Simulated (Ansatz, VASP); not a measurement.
**H64C32S5O10: VASP beside Ansatz**

Aim: how closely do two programs agree when they are given the same cell, functional and k mesh? The structure shown is frame 229 of Ansatz's trajectory.

Method: plane waves, with VASP 6.6.1 beside it; single point at PBE with D3(BJ), in Ansatz 0.2.0.

## (1) Starting point

The cell holds 111 atoms: 32 C, 64 H, 10 O and 5 S. Cell: a = 10.479 Å, b = 10.479 Å, c = 10.479 Å, α = 90.0°, β = 90.0°, γ = 90.0°. As first built, before any earlier steps moved the atoms (in the runner's words): 5 sulfolane, 2 cyclohexane placed at random, at 1.11 g/cm^3; overlaps pushed apart, then 10 ps at 450 K with MMFF94 bonds, angles, torsions, charges and radii (Halgren, J. Comput. Chem. 17, 490 (1996)) in harmonic and 12-6 forms. Snapshot after 20 ps at 300 K and fixed volume.

## (2) Ansatz: dynamics, PBE with D3(BJ)

Ansatz runs on its default PAW (the set named soft_2) files.

One frame of this run of dynamics is then solved in both programs, so the motion causes no difference.

input.yaml reads:

```yaml
crystal:
  lattice:
    - [10.47884, 0.0, 0.0]
    - [0.0, 10.47884, 0.0]
    - [0.0, 0.0, 10.47884]
  atoms:
    - { symbol: C, position: [0.09745, 0.65618, 0.66134] }
    - { symbol: C, position: [0.0032, 0.75669, 0.69333] }
    - { symbol: C, position: [0.9913, 0.86942, 0.59496] }
    - { symbol: C, position: [0.95963, 0.8066, 0.4656] }
    - { symbol: C, position: [0.06748, 0.70726, 0.43499] }
    - { symbol: C, position: [0.0654, 0.60302, 0.52927] }
    - { symbol: H, position: [0.19039, 0.70184, 0.66734] }
    - { symbol: H, position: [0.09767, 0.58115, 0.73392] }
    - { symbol: H, position: [0.90851, 0.71312, 0.6984] }
    - { symbol: H, position: [0.02037, 0.80118, 0.78588] }
    - { symbol: H, position: [0.08099, 0.91797, 0.5855] }
    - { symbol: H, position: [0.92523, 0.94409, 0.62306] }
    - { symbol: H, position: [0.87338, 0.76692, 0.47093] }
    - { symbol: H, position: [0.95947, 0.88249, 0.39271] }
    - { symbol: H, position: [0.06235, 0.68534, 0.3338] }
    - { symbol: H, position: [0.15966, 0.76887, 0.43793] }
    - { symbol: H, position: [0.14271, 0.53788, 0.50155] }
    - { symbol: H, position: [0.97609, 0.54401, 0.52401] }
    - { symbol: C, position: [0.54802, 0.96791, 0.46646] }
    - { symbol: C, position: [0.40535, 0.97969, 0.50457] }
    - { symbol: C, position: [0.38888, 0.93902, 0.6436] }
    - { symbol: C, position: [0.47083, 0.01149, 0.72971] }
    - { symbol: C, position: [0.60921, 0.99288, 0.7021] }
    - { symbol: C, position: [0.6368, 0.03608, 0.56694] }
    - { symbol: H, position: [0.57367, 0.8664, 0.47099] }
    - { symbol: H, position: [0.55847, 0.0026, 0.36831] }
    - { symbol: H, position: [0.36394, 0.07837, 0.48333] }
    - { symbol: H, position: [0.34304, 0.90874, 0.45712] }
    - { symbol: H, position: [0.40624, 0.83473, 0.65204] }
    - { symbol: H, position: [0.29212, 0.9432, 0.66062] }
[... 75 atom lines left out ...]
    - { symbol: H, position: [0.01104, 0.21564, 0.12193] }
    - { symbol: H, position: [0.13317, 0.31303, 0.06576] }
    - { symbol: H, position: [0.19874, 0.0982, 0.14328] }
    - { symbol: H, position: [0.26291, 0.22699, 0.2397] }
    - { symbol: H, position: [0.0342, 0.05308, 0.28073] }
    - { symbol: H, position: [0.16848, 0.06547, 0.38202] }
kpoints:
  mp_grid: { grid: [1, 1, 1] }
hamiltonian:
  xc: pbe
  dispersion: d3bj
scf:
  occupations: { method: fermi_dirac, width: 0.025 }
output:
  forces: true
  stress: true
md:
  timestep: 0.5
  n_steps: 686
  ensemble: nvt_langevin
  temperature: 300
  initial_velocities: maxwell_boltzmann
  seed: 6313
```

The run is started by

```console
ansatz run input.yaml --threads 4 --pin off --max-ram 8192MiB --backend cpu --events-out ev --progress --plain --runs-dir out
```

Numbers of over 12 decimals in the logs are rounded to 6 here.

Output:

```text
Warning: md: disabling space-group detection — thermal motion breaks the input geometry's symmetry, so no spatial operation reduces the k-mesh or symmetrises the density; time reversal is kept, so that k and −k are solved as one point where they differ and the mesh holds both, and exact exchange and, on two spinor components, a DFT+U term hold to it where the run has them: on two components no moment then forms, and  [...]
Warning: output.stress: scf.convergence.dr2_threshold = 1e-7 eV (the SCF's general default) is looser than the 1.08e-8 eV advised for a printed stress (1e-10 eV for each atom of the cell: 111, of which 108 are counted). What an SCF threshold leaves in a stress goes as its square root, and in the free energy as the threshold itself, and one threshold admits the most on a small cell: [figures from the program's tests c [...]
Engine: ansatz 0.2.0, x86_64-unknown-linux-gnu
Pseudopotentials: kind: paw
Pseudopotential: C, paw, valence charge 4, recommended cutoff 420 eV (normal), C.paw.azcp
Pseudopotential: H, paw, valence charge 1, recommended cutoff 420 eV (normal), H.paw.azcp
Pseudopotential: O, paw, valence charge 6, recommended cutoff 420 eV (normal), O.paw.azcp
Pseudopotential: S, paw, valence charge 6, recommended cutoff 420 eV (normal), S.paw.azcp
Functional definition: PBE
  parameter kappa = 0.804
  parameter beta = 0.066725
  exchange = pbe_x(kappa = kappa, mu = beta*pi^2/3)
  correlation = pbe_c(beta = beta)
Crystal: 111 atoms, lattice volume = 1150.640 Å³
Basis set: ecut = 420 eV, 22575 PW (Γ), exchange–correlation on 144×144×144 points (8 copies of the dense FFT grid, shifted against one another)
Bands: 252, of which v1, the nominal top of the filled ones, is band 141 counted from 1 (140 counted from 0)
Symmetry: 1 space group operations
k-points: 1
Non-local potential: C, projectors of the file, l = 0: 2, l = 1: 2, l = 2: 1
Non-local potential: H, projectors of the file, l = 0: 2, l = 1: 1
Non-local potential: O, projectors of the file, l = 0: 2, l = 1: 2, l = 2: 1
Non-local potential: S, projectors of the file, l = 0: 2, l = 1: 2, l = 2: 2
PAW form: soft (Blöchl's): semilocal exchange-correlation on the pseudo side does not see the compensation charge
PAW one-centre angular grid: C, 110 points (default); XC on 64 Gauss nodes
PAW one-centre angular grid: H, 110 points (default); XC on 64 Gauss nodes
PAW one-centre angular grid: O, 110 points (default); XC on 64 Gauss nodes
PAW one-centre angular grid: S, 110 points (default); XC on 64 Gauss nodes
Initial density: superposition of atomic densities (neutral atoms: chi_scale 0, normalization atom), corrected by the library's trained network
Initial wavefunctions: pseudopotential atomic-orbital guess
Functional: x = pbe(κ = 0.804, μ = 0.219515), c = pbe(β = 0.066725)
SCF iter   1: F=—  HF=-19238.577704 eV  |F-HF|=—  |Δ(HF+E_count)|=         —  Δρ=6.42e-3  dr2=8.26e-1  ethr=1.77e-3  ⟨swp⟩=6.0  Hψ=1233  notcnv=0  defer=42
preconditioner: auto → Resta (q_TF=auto, 2.158 Å⁻¹)  ε∞=2.4  [insulator: Δε(μ)=5.580 eV  Ē_g=15.334 eV  σ=0.025 eV  W_gap=1.00  n_scr=178 (ndim 8)  ℏωp=18.1 eV  f_vac=0.238  D(μ)=0.00/eV (n_scr^D=0)  ε∞_Penn≈2.4]
SCF iter   2: F=—  HF=-19238.354999 eV  |F-HF|=—  |Δ(HF+E_count)|=   2.23e-1  Δρ=3.74e-3  dr2=1.66e-1  ethr=2.93e-4  ⟨swp⟩=3.0  Hψ=436  notcnv=0  defer=106
SCF iter   3: F=—  HF=-19238.331209 eV  |F-HF|=—  |Δ(HF+E_count)|=   2.38e-2  Δρ=1.53e-3  dr2=5.07e-2  ethr=5.88e-5  ⟨swp⟩=2.0  Hψ=292  notcnv=0  defer=106
SCF iter   4: F=—  HF=-19238.321568 eV  |F-HF|=—  |Δ(HF+E_count)|=   9.64e-3  Δρ=5.33e-4  dr2=5.01e-3  ethr=1.80e-5  ⟨swp⟩=3.0  Hψ=240  notcnv=0  defer=106
SCF iter   5: F=—  HF=-19238.320967 eV  |F-HF|=—  |Δ(HF+E_count)|=   6.01e-4  Δρ=2.41e-4  dr2=7.92e-4  ethr=1.78e-6  ⟨swp⟩=2.0  Hψ=427  notcnv=0  defer=106
SCF iter   6: F=—  HF=-19238.320989 eV  |F-HF|=—  |Δ(HF+E_count)|=   2.15e-5  Δρ=2.13e-4  dr2=4.73e-4  ethr=2.81e-7  ⟨swp⟩=2.0  Hψ=292  notcnv=0  defer=106
[...]
md step   685: t =   342.50 fs  T =   297.2 K  F+E_penalty+E_count = -19238.97472148 eV  E_kin = 4.264071 eV  P_inst = 0.2606 GPa  (5 SCF iters)
iter 1 solved again at ethr=2.40e-5 eV; its pass at ethr=3.10e-3 eV (dr2=6.78e-2 eV) is discarded
SCF iter   1: F=—  HF=-19239.075240 eV  |F-HF|=—  |Δ(HF+E_count)|=         —  Δρ=3.04e-3  dr2=6.96e-2  ethr=2.40e-5  ⟨swp⟩=6.0  Hψ=1507  notcnv=0
preconditioner: auto → Resta (q_TF=auto, 2.158 Å⁻¹)  ε∞=2.4  [insulator: Δε(μ)=5.386 eV  Ē_g=15.052 eV  σ=0.025 eV  W_gap=1.00  n_scr=178 (ndim 8)  ℏωp=18.1 eV  f_vac=0.238  D(μ)=0.00/eV (n_scr^D=0)  ε∞_Penn≈2.4]
SCF iter   2: F=—  HF=-19239.059178 eV  |F-HF|=—  |Δ(HF+E_count)|=   1.61e-2  Δρ=1.28e-3  dr2=7.51e-3  ethr=2.40e-5  ⟨swp⟩=3.0  Hψ=494  notcnv=0
SCF iter   3: F=—  HF=-19239.058270 eV  |F-HF|=—  |Δ(HF+E_count)|=   9.08e-4  Δρ=4.02e-4  dr2=8.02e-4  ethr=2.66e-6  ⟨swp⟩=2.0  Hψ=381  notcnv=0
SCF iter   4: F=—  HF=-19239.058269 eV  |F-HF|=—  |Δ(HF+E_count)|=   1.46e-6  Δρ=1.34e-4  dr2=1.74e-4  ethr=2.85e-7  ⟨swp⟩=2.0  Hψ=392  notcnv=0
SCF iter   5: F=—  HF=-19239.058236 eV  |F-HF|=—  |Δ(HF+E_count)|=   3.25e-5  Δρ=3.06e-5  dr2=1.15e-5  ethr=6.16e-8  ⟨swp⟩=2.0  Hψ=392  notcnv=0
SCF iter   6: F=—  HF=-19239.059108 eV  |F-HF|=—  |Δ(HF+E_count)|=   8.72e-4  Δρ=1.43e-5  dr2=2.47e-6  ethr=4.07e-9  ⟨swp⟩=2.0  Hψ=384  notcnv=0
SCF iter   7: F=—  HF=-19239.059108 eV  |F-HF|=—  |Δ(HF+E_count)|=   6.47e-8  Δρ=6.05e-6  dr2=4.35e-7  ethr=8.76e-10  ⟨swp⟩=2.0  Hψ=392  notcnv=0
SCF iter   8: F=-19239.059108 eV  HF=-19239.059108 eV  |F-HF|=3.84e-9  |Δ(HF+E_count)|=   8.42e-8  Δρ=1.60e-6  dr2=4.19e-8  ethr=3.55e-11  ⟨swp⟩=4.0  Hψ=631  notcnv=0
SCF 687 converged in 8 iterations: F = -19239.059108 eV  dr2 = 4.19e-8
md step   686: t =   343.00 fs  T =   308.2 K  F+E_penalty+E_count = -19239.05910838 eV  E_kin = 4.422046 eV  P_inst = 0.3418 GPa  (8 SCF iters)
SCF converged after 8 iterations
Free energy (F): -19239.059108 eV
Harris-Foulkes:  -19239.059108 eV  (|F-HF|=3.84e-9)
Internal energy: -19239.059108 eV  (E = F + TS)
E sigma→0 (E₀):  -19239.059108 eV
Fermi energy:    1.512237 eV
--- Per-component energies (eV) ---
  E_band       = -2062.514138
  E_kinetic    = 6145.986510
  E_local      = -20143.099046  (includes V_loc(G=0)·N_el)
  E_nonlocal   = 1584.961181
  E_hartree    = 7521.251249
  E_xc         = -3351.102085
  E_vxc        = -4043.823830  (∫ρ·V_xc dr)
  E_paw        = -7799.951841  (= ΣΔE_a)
  E_vpaw       = -648.975556  (= ΣTr[D̂ρ^β])
  E_aug_tail   = -0.063282  (compensation charges beyond the density's cutoff)
  E_ewald      = -3190.735527
  E_disp       = -6.306266  (pairwise vdW)
  E_smearing   = -0.000000  (= −TS)
  E_closure    = 0.000000  (closes the sum)
  Σ components = -19239.059108   (vs F -19239.059108, Δ=0.00e0)
--- Forces (eV/Å), atoms counted from 1 ---
  atom   1  C     -1.14877347     0.55090753    -0.66433300
  atom   2  C      0.48042851    -0.53372998    -1.10906901
  atom   3  C      1.38299314     2.24098404     0.65221037
  atom   4  C     -1.16890916     0.39173324    -0.02326258
  atom   5  C      2.88229240    -1.02731923     0.81203082
  atom   6  C     -0.93353551     0.17531449    -0.44289118
  atom   7  H     -0.51415482    -0.18685119     0.10508490
  atom   8  H      0.26219945    -0.24040654    -0.07206152
  atom   9  H     -0.40074037    -0.59160275     0.14251233
  atom  10  H      0.34504184     0.42161712     1.14307768
  atom  11  H     -0.25066876     0.21737950    -0.34470921
  atom  12  H      0.09897566    -0.80174952    -0.28124035
  atom  13  H     -0.34292735     0.21087507    -0.74542791
  atom  14  H     -0.56699941    -0.35281658     0.99704577
  atom  15  H     -0.13464922    -0.05349510    -0.45567929
  atom  16  H     -0.74138578    -0.61132669     0.28833263
  atom  17  H      0.50255891    -0.01263714    -0.14583481
  atom  18  H      0.30461590     0.06744565     0.57372622
  atom  19  C      0.07460834    -0.25845850    -0.23978327
  atom  20  C     -0.73724846    -1.23003827     0.25738534
  atom  21  C      0.41389172     0.35450916    -0.98396967
  atom  22  C      0.93800432    -1.12825550    -0.80807383
  atom  23  C     -0.25078822    -1.69080737    -0.41468932
  atom  24  C      0.08872867    -1.45711605    -0.88060267
[...]
atom 104  H      0.55849145     0.28225735     0.50240793
  atom 105  H      0.09000403    -0.09186466    -0.23001000
  atom 106  H     -0.23321958     0.26219459    -1.81844368
  atom 107  H      0.33185202    -0.24877317     0.27406358
  atom 108  H     -0.11121758     0.57176672    -0.18085549
  atom 109  H      2.46827117    -0.32537694     1.24544502
  atom 110  H      0.47074925    -0.23271411    -0.14080786
  atom 111  H      0.20192618    -0.45165717     0.53086859
  max |Σ_I F_I| component: 1.80e-4 eV/Å
--- Stress (GPa, compression-positive) ---
       -0.405159      -0.200987      -0.042235
       -0.200987       0.088050       0.868076
       -0.042235       0.868076       0.110919
  P = ⅓ Tr σ = -0.0687 GPa (-0.687 kbar)
--- MD trajectory: 686 steps, t = 0.0 → 343.0 fs ---
  final state: T = 308.2 K   F+E_penalty+E_count = -19239.05910838 eV   E_kin = 4.422046 eV
```

The column dr2 measures how far the density is from self-consistency, as an energy; F and HF (Harris–Foulkes) agree once it is small.

## (3) VASP: single point, PBE with D3(BJ)

The same cell, functional, mesh and smearing now go to VASP, with its own data sets.

Lines of VASP's logs that name or quote its potential files are left out, and so is its time.

INCAR reads:

```
SYSTEM = H64C32S5O10
PREC = Accurate
ENCUT = 520
EDIFF = 1E-06
NELM = 120
ISMEAR = -1
SIGMA = 0.025
LREAL = Auto
ALGO = Normal
GGA = PE
IVDW = 12
NBANDS = 224
LORBIT = 11
LWAVE = .FALSE.
LCHARG = .FALSE.
ISIF = 2
LASPH = .TRUE.
GGA_COMPAT = .FALSE.
EFERMI = MIDGAP
NCORE = 4
```

POSCAR reads:

```
H64C32S5O10
1.0
   10.4788400000      0.0000000000      0.0000000000
    0.0000000000     10.4788400000      0.0000000000
    0.0000000000      0.0000000000     10.4788400000
C H O S
32 64 10 5
Direct
    0.1067198278      0.6525531452      0.6575823278
    0.0126159002      0.7559997099      0.7121685225
    0.0042332930      0.8611163068      0.6076245081
    0.9716724370      0.8137637372      0.4757110520
    0.0743498326      0.7268170904      0.4282821381
    0.0829194835      0.6084356665      0.5143889973
    0.5261937390      0.0095869390      0.4476163392
    0.3927533964      0.0050635376      0.5057239160
    0.3883254253      0.9299120895      0.6360627703
    0.4952170278      0.9860957892      0.7196407236
    0.6260521203      0.9751556470      0.6617240076
    0.6264242989      0.0609132309      0.5379698516
    0.4835077165      0.4066289780      0.4191494478
    0.5569605033      0.4150363972      0.2985635815
    0.6816307912      0.4724759611      0.3468799982
    0.6589088105      0.5960201702      0.4311832226
    0.8338422955      0.8372587042      0.9862064885
    0.8310557275      0.9799176245      0.0047677033
    0.7019383825      0.0148394288      0.0680418825
    0.6769165289      0.9240908345      0.1707154609
    0.1968347642      0.7707341652      0.1164346435
    0.2716808349      0.6453767783      0.1111191697
    0.3053009684      0.6166522249      0.9733520122
    0.3515847174      0.7434219818      0.9152730646
    0.8397017227      0.3440743441      0.7756870035
    0.7048012948      0.3356573819      0.7175126254
    0.6094472289      0.3613090762      0.8157009745
    0.6554065145      0.4780109249      0.8896213703
    0.0234377088      0.3577686080      0.2992125083
    0.1046967031      0.2850315493      0.1971496845
[... 75 atom lines left out ...]
    0.1220459517      0.2819396040      0.5220806883
    0.4916861027      0.5696527478      0.4752434430
    0.7431166045      0.7754007123      0.1214638261
    0.2686556909      0.8729401346      0.9856377233
    0.8098892626      0.4277668139      0.9275645014
    0.0187520756      0.2473269942      0.4301621172
```

KPOINTS reads:

```
Automatic mesh
0
Gamma
1 1 1
0 0 0
```

PAW data sets: C, H, O and S (PBE family, release 64).

The run is started by

```console
mpirun -np 16 vasp_gam
```

Output:

```text
[banner, memory and clock lines left out]
running   16 mpi-ranks, on    1 nodes
[...]
LDA part: xc-table for (Slater+PW92), standard interpolation
 POSCAR, INCAR and KPOINTS ok, starting setup
[...]
entering main loop
       N       E                     dE             d eps       ncg     rms          rms(c)
DAV:   1     0.197586931195E+04    0.19759E+04   -0.14469E+05   464   0.116E+03
DAV:   2    -0.429196331349E+03   -0.24051E+04   -0.22680E+04   568   0.270E+02
DAV:   3    -0.668346352464E+03   -0.23915E+03   -0.23705E+03   568   0.877E+01
DAV:   4    -0.674124215502E+03   -0.57779E+01   -0.57564E+01   576   0.152E+01
[...]
DAV:  17    -0.609250267794E+03    0.47735E-05   -0.28866E-05   512   0.156E-02    0.136E-02
DAV:  18    -0.609250264877E+03    0.29171E-05   -0.11468E-05   536   0.115E-02    0.494E-03
DAV:  19    -0.609250264865E+03    0.11772E-07   -0.47018E-06   560   0.557E-03
   1 F= -.61552576E+03 E0= -.61552576E+03  d E =0.000000E+00
```

From OUTCAR (step 3):

```text
  FREE ENERGIE OF THE ION-ELECTRON SYSTEM (eV)
  ---------------------------------------------------
  free  energy   TOTEN  =      -615.5257648719 eV

  energy  without entropy=     -615.5257648719  energy(sigma->0) =     -615.52576487
```

The run ends at a pressure of -0.11 GPa, with forces up to 3.6 eV/Å.

## (4) Side by side

Known differences besides the potentials themselves: the cutoff is 420 eV in Ansatz and 520 eV in VASP (PREC = Accurate, projectors in real space). Total energies have different zeros and are not compared.

Forces on 10 of the 111 atoms, those with the largest forces and the largest differences (eV/Å; atoms numbered as in POSCAR):

```csv
atom,"Ansatz x, y, z","VASP x, y, z"
C5,"0.307, -2.105, -1.703","0.312, -2.104, -1.711"
C9,"-0.263, 2.923, 0.312","-0.267, 2.911, 0.295"
C13,"-2.418, 0.526, -1.427","-2.447, 0.549, -1.402"
C15,"0.352, 2.699, -2.176","0.372, 2.692, -2.166"
C19,"-0.142, -0.166, -2.679","-0.140, -0.143, -2.690"
C26,"1.842, -0.421, -1.891","1.849, -0.429, -1.899"
C27,"-3.501, 0.676, -0.014","-3.517, 0.667, 0.004"
O99,"0.229, -0.314, 0.839","0.048, -0.221, 0.664"
O101,"1.275, 0.457, 0.482","1.098, 0.242, 0.366"
S109,"-2.380, -0.798, 0.895","-2.353, -0.548, 0.874"
```

The forces differ by 44 meV/Å r.m.s., which is 5.3 % of the r.m.s. force of 0.829 eV/Å (both taken over all components).

## (5) What came out

| Item | Value |
| --- | --- |
| r.m.s. force difference (single point, PBE with D3(BJ)) | 5.3 % of the r.m.s. force |

The r.m.s. force difference is 5.3 % of the r.m.s. force (single point, PBE with D3(BJ)), beyond the 3 % picked in this series as the mark of a large difference. What causes the difference of the single point, PBE with D3(BJ) pair stays open here. 2 further runs of this series are not shown here. How closely two codes agree says nothing of how well the functional describes the real material.

[Lines on the potential files, build, host, timing and source positions are cut from VASP's logs without a mark.]

[Logs are printed without paths, hosts, clocks, repeated set-up lines and the standing remarks that a program may print on its own settings, such as how far it seeks lower states.]

[Hosts, paths, dates, database ids (printed as entryN), source tags and the programs' standing remarks are cut or masked in the printed files.]

[The MMFF94 radii named for the starting cell were scaled by 0.96; in molecules described by MMFF94, hydrogen bound to N, O or S took a small fixed 12-6 site in their place.]
